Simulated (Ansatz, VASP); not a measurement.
# Cross-check of Co (Cobalt) between VASP and Ansatz, part 2 of 2

One calculation is typed for both programs; each brings its own data sets. How far apart do they land? Of the first pair: The two relaxations start from unlike cells of this crystal (the structure described is Ansatz's start), so only their ends are compared.

VASP 6.6.1 and Ansatz 0.2.0.

So far: Starting point; Ansatz: relaxation of cell and atoms, BLYP.

## 3. VASP: relaxation of cell and atoms, BLYP

Level of this step: BLYP, spin-polarised from a ferromagnetic start; plane waves and PAW (Co) (VASP).

Its own start cell and the same functional (in two slightly different forms), mesh and smearing now go to VASP, with its own data sets.

Lines of VASP's logs that name or quote its potential files are left out, and so is its time.

INCAR reads:

```
SYSTEM = Co
PREC = Accurate
ENCUT = 600
EDIFF = 1E-07
NELM = 200
ISMEAR = 1
SIGMA = 0.25
LREAL = .FALSE.
ALGO = Normal
GGA = B5
ALDAX = 1
AGGAX = 1
AGGAC = 1
ALDAC = 0
NBANDS = 18
ISPIN = 2
MAGMOM = 1.67 1.67
LASPH = .TRUE.
LMAXMIX = 4
LORBIT = 11
LWAVE = .FALSE.
LCHARG = .FALSE.
ISIF = 3
IBRION = 2
NSW = 80
EDIFFG = -0.005
GGA_COMPAT = .FALSE.
NELMIN = 4
KPAR = 2
```

POSCAR reads:

```
Co
1.0
    2.5282915498      0.0000000000      0.0000000000
   -1.2641457749      2.1895646105      0.0000000000
    0.0000000000      0.0000000000      4.0856137212
Co
2
Direct
    0.3333333333      0.6666666667      0.2500000000
    0.6666666667      0.3333333333      0.7500000000
```

KPOINTS reads:

```
Automatic mesh
0
Gamma
18 18 10
0 0 0
```

Potentials, in the order of the species: Co (PBE family, release 64).

Started as:

```sh
> mpirun -np 2 vasp_std
```

Numbers of over 12 decimals in the logs are rounded to 6 here.

What it wrote:

```text
[banner, memory and clock lines left out]
running    2 mpi-ranks, on    1 nodes
 distrk:  each k-point on    1 cores,    2 groups
 distr:  one band on    1 cores,    1 groups

 POSCAR found type information on POSCAR Co
 POSCAR found :  1 types and       2 ions
|                                                                             |
|               ----> ADVICE to this user running VASP <----                  |
|                                                                             |
|     You enforced a specific xc type in the INCAR file but a different       |
|     [... a line on the potential file left out ...]
|     I HOPE YOU KNOW WHAT YOU ARE DOING!                                     |
|                                                                             |

 LDA part: xc-table for (Slater(with rela. corr.)+VWN5), standard interpolation
 POSCAR, INCAR and KPOINTS ok, starting setup
 FFT: planning ... GRIDC
 FFT: planning ... GRID_SOFT
 FFT: planning ... GRID
 WAVECAR not read
 entering main loop
       N       E                     dE             d eps       ncg     rms          rms(c)
DAV:   1     0.899147264764E+02    0.89915E+02   -0.88675E+03 16552   0.146E+03
DAV:   2    -0.101927690145E+02   -0.10011E+03   -0.91016E+02 16028   0.238E+02
DAV:   3    -0.138869073467E+02   -0.36941E+01   -0.35485E+01 17674   0.588E+01
DAV:   4    -0.139454635518E+02   -0.58556E-01   -0.58515E-01 20496   0.620E+00
DAV:   5    -0.139468349266E+02   -0.13714E-02   -0.13713E-02 18480   0.870E-01    0.133E+01
DAV:   6    -0.126095160764E+02    0.13373E+01   -0.87879E+00 17150   0.600E+01    0.720E+00
DAV:   7    -0.121525585644E+02    0.45696E+00   -0.14723E+00 18110   0.233E+01    0.347E+00
DAV:   8    -0.121393111047E+02    0.13247E-01   -0.14756E-02 21066   0.108E+00    0.159E+00
DAV:   9    -0.121264050749E+02    0.12906E-01   -0.26681E-03 24986   0.920E-01    0.503E-01
DAV:  10    -0.121257626227E+02    0.64245E-03   -0.11266E-03 20468   0.449E-01    0.826E-02
DAV:  11    -0.121258382124E+02   -0.75590E-04   -0.11159E-04 20344   0.116E-01    0.304E-02
DAV:  12    -0.121258385531E+02   -0.34071E-06   -0.43109E-06 18622   0.212E-02    0.173E-02
DAV:  13    -0.121258399229E+02   -0.13698E-05   -0.30565E-06 21426   0.226E-02    0.853E-03
DAV:  14    -0.121258393662E+02    0.55666E-06   -0.43822E-07 18766   0.721E-03    0.124E-03
DAV:  15    -0.121258391373E+02    0.22887E-06   -0.20141E-08  8994   0.204E-03    0.118E-03
DAV:  16    -0.121258391648E+02   -0.27520E-07   -0.80112E-09  8466   0.118E-03
   1 F= -.12125839E+02 E0= -.12127092E+02  d E =-.121258E+02  mag=     3.1863
 curvature:   0.00 expect dE= 0.000E+00 dE for cont linesearch  0.000E+00
 trial: gam= 0.00000 g(F)=  0.191E-46 g(S)=  0.651E-05 ort = 0.000E+00 (trialstep = 0.100E+01)
 search vector abs. value=  0.651E-05
 bond charge predicted
       N       E                     dE             d eps       ncg     rms          rms(c)
DAV:   1    -0.121259483423E+02   -0.10920E-03   -0.94978E-04 17032   0.539E-01    0.826E-02
DAV:   2    -0.121258668536E+02    0.81489E-04   -0.38096E-04 17230   0.397E-01    0.551E-02
DAV:   3    -0.121258426918E+02    0.24162E-04   -0.52990E-05 17042   0.146E-01    0.216E-02
DAV:   4    -0.121258411535E+02    0.15383E-05   -0.69254E-07 19360   0.920E-03    0.803E-03
DAV:   5    -0.121258398010E+02    0.13525E-05   -0.17375E-07 15992   0.633E-03    0.133E-03
DAV:   6    -0.121258399102E+02   -0.10914E-06   -0.10637E-07 10832   0.312E-03    0.532E-04
DAV:   7    -0.121258399701E+02   -0.59892E-07   -0.69326E-09  8224   0.809E-04
   2 F= -.12125840E+02 E0= -.12127088E+02  d E =-.805221E-06  mag=     3.1870
 trial-energy change:   -0.000001  1 .order    0.000000   -0.000007    0.000007
 step:   0.5919(harm=  0.4916)  dis= 0.00000  next Energy=   -12.125841 (dE=-0.212E-05)
 bond charge predicted
       N       E                     dE             d eps       ncg     rms          rms(c)
DAV:   1    -0.121258591103E+02   -0.19200E-04   -0.15768E-04 17008   0.219E-01    0.338E-02
DAV:   2    -0.121258459232E+02    0.13187E-04   -0.63556E-05 17196   0.162E-01    0.225E-02
DAV:   3    -0.121258417332E+02    0.41900E-05   -0.88694E-06 17020   0.597E-02    0.885E-03
DAV:   4    -0.121258414951E+02    0.23816E-06   -0.10338E-07 13196   0.376E-03    0.332E-03
DAV:   5    -0.121258412352E+02    0.25984E-06   -0.27282E-08  8274   0.294E-03    0.512E-04
DAV:   6    -0.121258412002E+02    0.35039E-07   -0.20999E-08  8152   0.156E-03
   3 F= -.12125841E+02 E0= -.12127091E+02  d E =-.203536E-05  mag=     3.1867
 curvature:  -0.24 expect dE=-0.165E-06 dE for cont linesearch -0.141E-06
 trial: gam= 0.00000 g(F)=  0.107E-45 g(S)=  0.698E-06 ort =-0.197E-05 (trialstep = 0.918E+00)
 search vector abs. value=  0.698E-06
 reached required accuracy - stopping structural energy minimisation
```

Parts of OUTCAR (step 3):

```text
ion  position               nearest neighbor table
   1  0.333  0.667  0.250-   2 2.51   2 2.51   2 2.51   2 2.51   2 2.51   2 2.51
   2  0.667  0.333  0.750-   1 2.51   1 2.51   1 2.51   1 2.51   1 2.51   1 2.51

  LATTYP: Found a hexagonal cell.
 ALAT       =     2.5282915498
 C/A-ratio  =     1.6159583026

 Subroutine GETGRP returns: Found 24 space group operations
 (whereof 12 operations were pure point group operations)

The static configuration has the point symmetry D_3d.
 The point group associated with its full space group is D_6h.

 Found    222 irreducible k-points:

   k-points           NKPTS =    222   k-points in BZ     NKDIM =    222   number of bands    NBANDS=     18

   dimension x,y,z NGX =    20 NGY =   20 NGZ =   36
   dimension x,y,z NGXF=    40 NGYF=   40 NGZF=   72

   ENCUT  =  600.0 eV  44.10 Ry    6.64 a.u.   5.05  5.05  8.16*2*pi/ulx,y,z

   NELECT =      18.0000    total number of electrons

 k-points in reciprocal lattice and weights: Automatic mesh
   0.00000000  0.00000000  0.00000000       0.000
   0.05555556  0.00000000  0.00000000       0.002
   0.11111111  0.00000000  0.00000000       0.002
   0.16666667  0.00000000  0.00000000       0.002
   0.22222222 -0.00000000  0.00000000       0.002
   0.27777778 -0.00000000  0.00000000       0.002
   0.33333333  0.00000000  0.00000000       0.002
   0.38888889 -0.00000000  0.00000000       0.002
   0.44444444 -0.00000000  0.00000000       0.002
[...]
0.33333333  0.27777778  0.50000000       0.004
   0.33333333  0.33333333  0.50000000       0.001

 average (electrostatic) potential at core
       1 -78.3903       2 -78.3903

 E-fermi :  10.1355

 spin component 1
 k-point     1 :       0.0000    0.0000    0.0000
  band No.  band energies     occupation
    ...
      7       7.9401      1.00000
      8       8.2581      1.00000
      9       8.2581      1.00000
     10       9.3034      1.00001
     11       9.3034      1.00001
     12      10.3250      0.02150
     13      16.2095      0.00000
     14      32.1087      0.00000
     15      33.8868      0.00000
     16      33.8868      0.00000
    ...

 k-point     2 :       0.0556    0.0000    0.0000
  band No.  band energies     occupation
    ...
      7       7.9824      1.00000
      8       8.2086      1.00000
      9       8.2280      1.00000
     10       8.9135      1.00000
     11       9.3164      1.00002
     12      10.8372     -0.00026
     13      16.2297      0.00000
     14      31.1176      0.00000
     15      32.6266      0.00000
     16      32.7223      0.00000
    ...

 k-point     3 :       0.1111    0.0000    0.0000
  band No.  band energies     occupation
    ...
      7       7.9763      1.00000
      8       8.1058      1.00000
      9       8.1458      1.00000
     10       8.4589      1.00000
     11       9.3495      1.00004
     12      11.7450     -0.00000
     13      16.2948      0.00000
     14      28.6695      0.00000
     15      31.1277      0.00000
     16      31.9779      0.00000
    ...

 k-point     4 :       0.1667    0.0000    0.0000
  band No.  band energies     occupation
    ...
      7       8.0583      1.00000
      8       8.1041      1.00000
      9       8.2558      1.00000
     10       8.2993      1.00000
     11       9.3906      1.00010
     12      12.7856     -0.00000
     13      16.4177      0.00000
     14      26.0856      0.00000
     15      29.6147      0.00000
     16      31.4184      0.00000
    ...

 k-point     5 :       0.2222   -0.0000    0.0000
  band No.  band energies     occupation
    ...
      7       8.1224      1.00000
      8       8.3395      1.00000
      9       8.3529      1.00000
     10       8.5447      1.00000
     11       9.4299      1.00024
     12      13.9216     -0.00000
     13      16.6130      0.00000
     14      23.5896      0.00000
     15      28.2378      0.00000
     16      30.7142      0.00000
    ...

 k-point     6 :       0.2778   -0.0000    0.0000
  band No.  band energies     occupation
    ...
      7       8.0019      1.00000
      8       8.6522      1.00000
      9       8.6935      1.00000
     10       8.8180      1.00000
     11       9.4622      1.00047
     12      15.1386      0.00000
     13      16.8648      0.00000
     14      21.2854      0.00000
     15      27.0289      0.00000
     16      28.9172      0.00000
    ...

  Total       -0.0035546     -0.0035546     -0.0019126     -0.0000000      0.0000000      0.0000000
  in kB       -0.2517037     -0.2517037     -0.1354325     -0.0000000      0.0000000      0.0000000
  external PRESSURE =      -0.2129466 kB  Pullay stress =       0.0000000 kB

  energy-cutoff  :      600.00
  volume of cell :       22.63
      direct lattice vectors                 reciprocal lattice vectors
     2.528597582 -0.000000000  0.000000000     0.395476135  0.228328264  0.000000000
    -1.264298791  2.189829642 -0.000000000     0.000000000  0.456656527  0.000000000
     0.000000000 -0.000000000  4.086268837     0.000000000  0.000000000  0.244722029

 POSITION                                       TOTAL-FORCE (eV/Angst)
 -----------------------------------------------------------------------------------
     -0.00000      1.45989      1.02157        -0.000000      0.000000      0.000000
      1.26430      0.72994      3.06470         0.000000     -0.000000     -0.000000
 -----------------------------------------------------------------------------------
    total drift:                               -0.000000      0.000000     -0.000000

  FREE ENERGIE OF THE ION-ELECTRON SYSTEM (eV)
  ---------------------------------------------------
  free  energy   TOTEN  =       -12.1258412002 eV

  energy  without entropy=      -12.1295914030  energy(sigma->0) =      -12.12709127

 reached required accuracy - stopping structural energy minimisation

 total charge
# of ion       s       p       d       tot
------------------------------------------
    1        0.468   0.467   7.291   8.226
    2        0.468   0.467   7.291   8.226
--------------------------------------------------
tot          0.935   0.934  14.583  16.452

 magnetization (x)
# of ion       s       p       d       tot
------------------------------------------
    1       -0.015  -0.049   1.681   1.617
    2       -0.015  -0.049   1.681   1.617
--------------------------------------------------
tot         -0.030  -0.098   3.361   3.233

[... 6 further parts left out ...]
```

## 4. Side by side

Known differences besides the potentials themselves: VASP starts from the moments at which Ansatz ended; the data sets hold 34 valence electrons in Ansatz (on its default PAW (the set named soft_2) files) and 18 in VASP; the cutoff is 420 eV in Ansatz and 600 eV in VASP; Ansatz makes its cores anew for this functional, VASP keeps those of its PBE data sets; VASP's log shows a relativistic correction to its local exchange, Ansatz's none; Ansatz adds a Pulay correction to the stress that steers its cell, VASP none; site moments are counted in spheres of each program's own size. Total energies have different zeros and are not compared.

Both answers:

```tsv
quantity	Ansatz	VASP	difference
volume (Å³)	22.66	22.63	+0.15 %
edge a after relaxation, in the typed setting (Å)	2.529	2.529	+0.03 %
edge c after relaxation, in the typed setting (Å)	4.090	4.086	+0.09 %
total moment (μB)	3.20	3.19	+0.02
moment on Co1 (μB)	1.67	1.62	+0.06
moment on Co2 (μB)	1.67	1.62	+0.06
```

## 5. Ansatz: elastic constants, LDA

Elastic constants are differences of stresses under small strains, so they test the stress and the mesh.

The structure shown comes from an earlier Ansatz run, which isn't shown and may have moved the atoms alone.

input.yaml reads:

```yaml
crystal:
  lattice:
    - [2.3958341627, 0.0, 0.0]
    - [-1.1979170814, 2.0748532482, 0.0]
    - [0.0, 0.0, 3.8653609404]
  atoms:
    - { symbol: Co, position: [0.3333333333, 0.6666666667, 0.25] }
    - { symbol: Co, position: [0.6666666667, 0.3333333333, 0.75] }
kpoints:
  mp_grid: { grid: [18, 18, 10] }
hamiltonian:
  xc: lda
scf:
  occupations: { method: methfessel_paxton, width: 0.25 }
output:
  forces: true
  stress: true
  eigenvalues: true
elastic:
  mode: relaxed_ion
  stencil: two_point
  amplitude: 0.01
```

Started as:

```sh
> ansatz run input.yaml --threads 4 --pin off --max-ram 16384MiB --backend cpu --events-out ev --progress --plain --runs-dir out
```

What it wrote:

```text
[...]
Crystal: 2 atoms, lattice volume = 19.215 Å³
Basis set: ecut = 420 eV, 379 PW (Γ)
Bands: 21, of which v1, the nominal top of the filled ones, is band 17 counted from 1 (16 counted from 0)
Symmetry: 24 space group operations
[...]
k-points: 222 of 3240
[...]
1.000e-2       5.4199      -10125.3106343       7   79133    389   relax 0 steps, max|allowed force component| 3.93e-17 eV/Å
[...]
δ    σ_23 (GPa)             F (eV)   n_scf  n_hpsi   n_pw
    -1.000e-2      -0.9882      -10125.3133380       2  165891    384   relax 4 steps, max|allowed force component| 4.25e-5 eV/Å
     1.000e-2       0.9882      -10125.3133380       2  165971    384   relax 3 steps, max|allowed force component| 2.64e-6 eV/Å
[key lines of the parts left out:]
SCF converged after 9 iterations
Free energy (F): -10125.313932 eV
Fermi energy:    21.209044 eV
P = ⅓ Tr σ = -0.0026 GPa (-0.026 kbar)
```

## 6. VASP: elastic constants, LDA

The same cell, functional (in two slightly different forms), mesh and smearing now go to VASP, with its own data sets.

INCAR reads:

```
SYSTEM = Co
PREC = Accurate
ENCUT = 600
EDIFF = 1E-08
NELM = 120
ISMEAR = 1
SIGMA = 0.25
LREAL = .FALSE.
ALGO = Normal
GGA = CA
NBANDS = 15
LASPH = .TRUE.
LORBIT = 11
LWAVE = .FALSE.
LCHARG = .FALSE.
ISIF = 3
IBRION = 6
NFREE = 2
POTIM = 0.015
NSW = 1
GGA_COMPAT = .FALSE.
KPAR = 2
```

POSCAR reads:

```
Co
1.0
    2.3958341627      0.0000000000      0.0000000000
   -1.1979170814      2.0748532482      0.0000000000
    0.0000000000      0.0000000000      3.8653609404
Co
2
Direct
    0.3333333333      0.6666666667      0.2500000000
    0.6666666667      0.3333333333      0.7500000000
```

KPOINTS is that of step 3.

PAW data sets: Co (LDA family, release 64).

Started as:

```sh
> mpirun -np 2 vasp_std
```

What it wrote:

```text
[banner, memory and clock lines left out]
running    2 mpi-ranks, on    1 nodes
[...]
LDA part: xc-table for (Slater(with rela. corr.)+CA(PZ))
 , standard interpolation
 POSCAR, INCAR and KPOINTS ok, starting setup
[...]
entering main loop
       N       E                     dE             d eps       ncg     rms          rms(c)
DAV:   1     0.852511835953E+02    0.85251E+02   -0.93691E+03  6804   0.189E+03
DAV:   2    -0.162021855259E+02   -0.10145E+03   -0.94034E+02  6660   0.274E+02
DAV:   3    -0.187144912186E+02   -0.25123E+01   -0.24426E+01  7962   0.612E+01
DAV:   4    -0.187538445269E+02   -0.39353E-01   -0.39342E-01  9650   0.592E+00
[...]
DAV:  11    -0.160773466756E+02    0.72355E-05   -0.69191E-06 10385   0.346E-02    0.366E-03
DAV:  12    -0.160773466403E+02    0.35312E-07   -0.63446E-07  7632   0.101E-02    0.232E-03
DAV:  13    -0.160773466332E+02    0.71434E-08   -0.19024E-08  7287   0.155E-03
   1 F= -.16077347E+02 E0= -.16076461E+02  d E =-.265764E-02
[... from here on, the cycles between the ionic steps are left out ...]
   2 F= -.16068656E+02 E0= -.16067421E+02  d E =-.370757E-02
   3 F= -.16071445E+02 E0= -.16070775E+02  d E =-.200906E-02
   9 F= -.16074934E+02 E0= -.16074017E+02  d E =-.274988E-02
  10 F= -.16076056E+02 E0= -.16075135E+02  d E =-.276071E-02
  11 F= -.16076056E+02 E0= -.16075135E+02  d E =-.276072E-02
  12 F= -.16076055E+02 E0= -.16075135E+02  d E =-.276054E-02
  13 F= -.16076055E+02 E0= -.16075135E+02  d E =-.276054E-02
  14 F= -.16076867E+02 E0= -.16075972E+02  d E =-.268275E-02
  15 F= -.16076867E+02 E0= -.16075972E+02  d E =-.268277E-02
  16 F= -.16076003E+02 E0= -.16075111E+02  d E =-.267608E-02
  17 F= -.16076003E+02 E0= -.16075111E+02  d E =-.267611E-02
 Finite differences progress:
  Degree of freedom:   8/  8
  Displacement:        2/  2
  Total:              16/ 16
```

Parts of OUTCAR (step 6):

```text
  Total       -0.1127998     -0.1127998     -0.1206114      0.0000000      0.0000000     -0.0000000
  in kB       -9.4055619     -9.4055619    -10.0569178      0.0000000      0.0000000     -0.0000000
  external PRESSURE =      -9.6226806 kB  Pullay stress =       0.0000000 kB

 POSITION                                       TOTAL-FORCE (eV/Angst)
 -----------------------------------------------------------------------------------
     -0.00000      1.38324      0.95134        -0.000000     -0.000000      0.179045
      1.19792      0.69162      2.89902         0.000000      0.000000     -0.179045
 -----------------------------------------------------------------------------------
    total drift:                                0.000000     -0.000000     -0.000045

  FREE ENERGIE OF THE ION-ELECTRON SYSTEM (eV)
  ---------------------------------------------------
  free  energy   TOTEN  =       -16.0760031100 eV

  energy  without entropy=      -16.0733270021  energy(sigma->0) =      -16.07511107

[... 3 further parts left out ...]
[key lines of the parts left out:]
E-fermi :  11.8357
```

This run has no spin polarisation, so a moment on Co, if there is one, isn't seen.

Levels, forces or a CONTCAR printed for this step are those of its last displaced cell, not of the structure at rest.

## 7. Side by side

What differs besides the data sets and the points named for the pairs above, as far as they apply: the two LDA forms differ slightly; the data sets hold 34 valence electrons in Ansatz (on its default PAW (the set named soft_2) files) and 18 in VASP; VASP takes each elastic constant from one size of strain, Ansatz from those that its log lists. Total energies have different zeros and are not compared.

Both answers:

```tsv
quantity	Ansatz	VASP	difference
C11 (GPa)	541.2	528.0	+2.50 %
C22 (GPa)	541.2	528.0	+2.50 %
C33 (GPa)	562.5	548.3	+2.59 %
C12 (GPa)	200.8	198.7	+1.07 %
C13 (GPa)	196.6	195.6	+0.52 %
C23 (GPa)	196.6	195.6	+0.52 %
C44 (GPa)	98.8	95.7	+3.25 %
C55 (GPa)	98.8	95.7	+3.25 %
C66 (GPa)	170.2	164.6	+3.36 %
```

## 8. Outcome

| Item | Value |
| --- | --- |
| difference in volume (relaxation of cell and atoms, BLYP) | 0.15 % |
| difference in C66 (elastic constants, LDA) | 3.4 % |

The difference in C66 is 3.4 % (elastic constants, LDA), within the 5 % picked in this series as the mark of a large difference. The data sets hold unlike numbers of valence electrons (34 in Ansatz and 18 in VASP), so part of the differences comes from the potentials. Such differences can come from data sets, numerical settings and the points named under the comparisons, not from the functional's error against experiment.

[Lines on the potential files, build, host, timing and source positions are cut from VASP's logs without a mark.]

[Logs are printed without paths, hosts, clocks, repeated set-up lines and the standing remarks that a program may print on its own settings, such as how far it seeks lower states.]

[Hosts, paths, dates, database ids (printed as entryN), source tags and the programs' standing remarks are cut or masked in the printed files.]
